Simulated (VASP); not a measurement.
These are PBE GGA with spin-orbit coupling, VASP's PBE PAW potentials (set 64) (plane waves; VASP) values and carry that method's errors.

VASP input:

**INCAR**
```
ENCUT = 300
SIGMA = 0.1
SYSTEM = KZnI3
ISIF = 2   # forces and stress, cell fixed
LSORBIT = .TRUE.
LWAVE = .FALSE.
LMAXMIX = 4   # l cut-off of mixed one-centre charges
ISMEAR = -1   # Fermi-Dirac
LORBIT = 11   # lm-projected
GGA_COMPAT = .FALSE.
LNONCOLLINEAR = .TRUE.
ALGO = Normal
MAGMOM = 0.0 0.0 0.0 0.0 0.0 0.0 0.0 0.0 0.0 0.0 0.0 0.0 0.0 0.0 0.0
EDIFF = 1E-6   # SCF stop (eV)
LASPH = .TRUE.   # aspherical one-centre terms
PREC = Accurate
LCHARG = .FALSE.
GGA = PE   # PBE
LREAL = .FALSE.   # projection in real space or not
NELM = 100   # most electronic steps
```

KPOINTS:
```
Regular mesh
0
G
3 3 3
```

### POSCAR
```
KZnI3
1
    5.4231050000     0.0000000000     0.0000000000
    0.0000000000     5.4231050000     0.0000000000
    0.0000000000     0.0000000000     5.4231050000
K Zn I
1 1 3
Direct
  0.0000000000   0.0000000000   0.0000000000
  0.5000000000   0.5000000000   0.5000000000
  0.0000000000   0.5000000000   0.5000000000
  0.5000000000   0.5000000000   0.0000000000
  0.5000000000   0.0000000000   0.5000000000
```

POTCAR, in this order: K_sv Zn I (PBE.64 set). Program: vasp_ncl.

At this cut-off the stress carries a Pulay error, which pulls relaxed volumes low.

**Question.** Predict the energy per atom (σ→0), pressure, band gap (on the k-mesh).

**Answer.** 
The energy per atom (σ→0) is -2.114 eV/atom. The band gap (on the k-mesh) is none (metal, semimetal or under 0.01 eV). The pressure is 5.83 GPa.

OSZICAR:
```
...
DAV:   8    -0.105850208387E+02   -0.57846E-02   -0.55527E-02   504   0.177E+00    0.103E+00
DAV:   9    -0.105822107679E+02    0.28101E-02   -0.79050E-03   504   0.658E-01    0.372E-01
DAV:  10    -0.105817783866E+02    0.43238E-03   -0.33957E-03   462   0.322E-01    0.819E-02
DAV:  11    -0.105818369144E+02   -0.58528E-04   -0.19783E-04   504   0.109E-01    0.452E-02
DAV:  12    -0.105818506714E+02   -0.13757E-04   -0.24249E-05   502   0.344E-02    0.231E-02
DAV:  13    -0.105818630258E+02   -0.12354E-04   -0.38734E-05   444   0.404E-02    0.821E-03
DAV:  14    -0.105818626879E+02    0.33794E-06   -0.63045E-06   494   0.267E-02
   1 F= -.10581863E+02 E0= -.10567889E+02  d E =-.279479E-01  mag=     0.0000    -0.0000    -0.0000
```

The structure was generated: KZnI3 was put into an ordered model structure, which need not be its known phase. The cell was not relaxed at this level. The k-mesh is coarse (spacing up to 0.39 per Å, 2π included), so the numbers may not be converged in it. The run is one of a series of settings (GGA_COMPAT = .FALSE., LNONCOLLINEAR = .TRUE., LSORBIT = .TRUE., MAGMOM = 0.0 0.0 0.0 0.0 0.0 0.0 0.0 0.0 0.0 0.0 0.0 0.0 0.0 0.0 0.0, program vasp_ncl against the base run), some of them coarse on purpose.
